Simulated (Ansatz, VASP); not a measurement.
Two plane-wave programs on ZrAl3N4

```
Zr Al N
1.0
     3.27615    0.00000    0.00000
    -1.63808    2.83723    0.00000
     0.00000    0.00000   11.28664
Zr Al N
1 3 4
Direct
  0.33333 0.66667 0.00000
  0.33333 0.66667 0.50000
  0.66667 0.33333 0.25000
  0.66667 0.33333 0.75000
  0.00000 0.00000 0.87500
  0.00000 0.00000 0.37500
  0.00000 0.00000 0.12500
  0.00000 0.00000 0.62500
```

Alike in both runs: task single point; functional PBE; k mesh 6 × 6 × 2; occupations gaussian, width 0.1 eV; no spin polarisation.

|  | VASP | Ansatz |
| --- | --- | --- |
| version | VASP 6.6.1 | Ansatz 0.2.0 |
| potentials or method | VASP PAW PBE potentials, release 64 (Zr_sv, Al, N) | scalar-relativistic, plane waves, PAW |
| plane-wave cutoff (eV) | 520 | 420 |
| valence electrons in the cell | 41 | 41 |

Ansatz gave:

* gap on the k mesh at the Fermi level (eV): none
* rms of the force components (eV/Å): 0.251

What did VASP give for the same quantities?

gap on the k mesh at the Fermi level (eV): none; rms of the force components (eV/Å): 0.253.

Atom by atom the forces differ by 0.002 eV/Å (rms over components). A gap of «none» marks a metal or a gap that the smearing closes.

Caveats: the k mesh is coarse (spacing up to 0.37 Å⁻¹), so the values aren't converged.
